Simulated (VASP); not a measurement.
A VASP calculation is set up with these files.

File POSCAR:
```
ZrN
1
    0.0000000000     2.3426587566     2.3426587566
    2.3426587566     0.0000000000     2.3426587566
    2.3426587566     2.3426587566     0.0000000000
Zr N
1 1
Direct
  0.0000000000   0.0000000000   0.0000000000
  0.5000000000   0.5000000000   0.5000000000
```

File KPOINTS:
```
Automatic
0
Gamma
 12 12 12
0 0 0
```

### INCAR
```
SYSTEM = ZrN
PREC = Accurate
ENCUT = 520
EDIFF = 1E-6
NELM = 100
ALGO = Normal
LREAL = .FALSE.
LASPH = .TRUE.
ISMEAR = 1
SIGMA = 0.1
GGA = ML
ZAB_VDW = -1.8867
LUSE_VDW = .TRUE.
AGGAC = 0.0
LMAXMIX = 4
LWAVE = .FALSE.
LCHARG = .FALSE.
IBRION = 2
ISIF = 3
NSW = 60
EDIFFG = -0.01
```

POTCAR, in this order: Zr_sv N (PBE.64 set). Program: vasp_std.

Question: Translate this vdW-DF2 calculation to Quantum ESPRESSO's pw.x.

Answer: One equivalent input (not run):
```
&CONTROL
  calculation = 'vc-relax'
  pseudo_dir = './pseudo'
  outdir = './out'
  tprnfor = .true.
  tstress = .true.
  nstep = 60
  forc_conv_thr = 0.00039
/
&SYSTEM
  ibrav = 0
  nat = 2
  ntyp = 2
  ecutwfc = 84
  occupations = 'smearing'
  smearing = 'methfessel-paxton'
  degauss = 0.00735
  input_dft = 'vdw-df2'
/
&ELECTRONS
  conv_thr = 7.3e-08
  electron_maxstep = 100
/
&IONS
/
&CELL
/
ATOMIC_SPECIES
  Zr 91.224 Zr.upf
  N 14.007 N.upf
CELL_PARAMETERS angstrom
     0.0000000    2.3426588    2.3426588
     2.3426588    0.0000000    2.3426588
     2.3426588    2.3426588    0.0000000
ATOMIC_POSITIONS crystal
  Zr   0.0000000  0.0000000  0.0000000
  N    0.5000000  0.5000000  0.5000000
K_POINTS automatic
  12 12 12 0 0 0
```
The two are equivalent in intent, not identical: the potentials are each code's own (VASP's PAW set, PseudoDojo norm-conserving files in pw.x), so ENCUT and ecutwfc are chosen apart and not converted; conv_thr bounds pw.x's estimated SCF error, while EDIFF bounds the energy change between steps; forc_conv_thr acts on force components and is met together with etot_conv_thr.

The compound is ZrN in the rock salt structure. It was relaxed first, which changed the volume by +7 %. The start is the result of an earlier pass.
